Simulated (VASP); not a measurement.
Consider the following.

```xyz
2
Lattice="0.0000 2.8261 2.8261 2.8261 0.0000 2.8261 2.8261 2.8261 0.0000" Properties=species:S:1:pos:R:3 pbc="T T T"
Li     0.0000     0.0000     0.0000
Br     2.8261     2.8261     2.8261
```

These are vdW-DF2, VASP's PBE PAW potentials (set 64) (plane waves; VASP 6.6.1) values and carry that method's errors. Settings: 520 eV cut-off, 8×8×8 Γ-centred mesh, Gaussian smearing of 0.050 eV, potentials Li_sv Br.

Estimate the energy per atom (σ→0), band gap (on the k-mesh) with the smallest direct gap where there is one.

```json
{
  "band gap (on the k-mesh)": "4.64 eV",
  "smallest direct gap (on the k-mesh)": "4.64 eV",
  "energy per atom (σ→0)": "-2.173 eV/atom"
}
```

The compound is LiBr in the rock salt structure. This cell is one point of a volume scan, at 1.03 of the reference volume.
